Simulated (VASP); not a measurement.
Here is the system:

```xyz
2
Lattice="1.5898 -2.7536 0.0000 1.5898 2.7536 0.0000 0.0000 0.0000 5.1253" Properties=species:S:1:pos:R:3 pbc="T T T"
Zr     1.5898     0.9179     1.2813
Zr     1.5898    -0.9179     3.8440
```

Level of theory: PBEsol GGA, VASP's PBE PAW potentials (set 64) (plane waves; VASP). Run with 400 eV cut-off, Gaussian smearing of 0.050 eV, potentials Zr_sv.

Q: Give the energies of bands 9 to 15 at the high-symmetry points, in eV from the Fermi level.

A: 
```tsv
band	Γ	M	K	A	L	H
9	-5.76	-2.73	-2.25	-4.04	-3.02	-1.55
10	-3.18	-2.60	-1.36	-4.04	-3.02	-1.55
11	0.85	-2.31	-1.36	-0.04	-1.19	-1.34
12	0.85	-0.12	-1.15	-0.04	-1.19	-1.34
13	0.89	0.56	0.21	0.78	1.75	-0.01
14	1.20	0.72	0.21	0.78	1.75	-0.01
15	1.56	1.43	1.79	0.78	2.29	2.03
```

It has no gap at this level: it comes out as a metal or semimetal.

The compound is Zr in the hcp structure. It was relaxed first.
